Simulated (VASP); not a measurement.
Here is a VASP 6.6.1 calculation.

Contents of INCAR:

```
ALGO = Normal ; EDIFF = 1E-7
ENCUT = 520 ; GGA = PE
ISIF = 2 ; ISMEAR = 0
ISPIN = 2 ; LASPH = True
LCHARG = False ; LDAU = True
LDAUJ = 0 0 ; LDAUL = 2 -1
LDAUPRINT = 1 ; LDAUTYPE = 2
LDAUU = 7 0 ; LMAXMIX = 4
LORBIT = 11 ; LREAL = False
LWAVE = False ; MAGMOM = 0.6 0
NELM = 100 ; NUPDOWN = 0
PREC = Accurate ; SIGMA = 0.05
```

Contents of KPOINTS:

```
k-points
0
Gamma
  7 7 7
```

POSCAR

```
RhN
1.0
    2.9628278700      0.0000000000      0.0000000000
   -1.4814139400      2.5658842000      0.0000000000
    0.0000000000      0.0000000000      2.8915732100
Rh N
1 1
Direct
    0.0000000000      0.0000000000      0.0000000000
    0.6666666667      0.3333333333      0.5000000000
```

Potentials or basis: VASP PAW PBE potentials, release 64 (Rh_pv, N).

The run is started by

```console
$ cat potpaw_PBE.64/Rh_pv/POTCAR potpaw_PBE.64/N/POTCAR > POTCAR
$ mpirun -np 1 vasp_std > vasp.out
```

(1) Estimate the pressure.

## Answers

(1) -15.2 GPa.

Caveat: the total moment is fixed, so each spin has its own Fermi level.
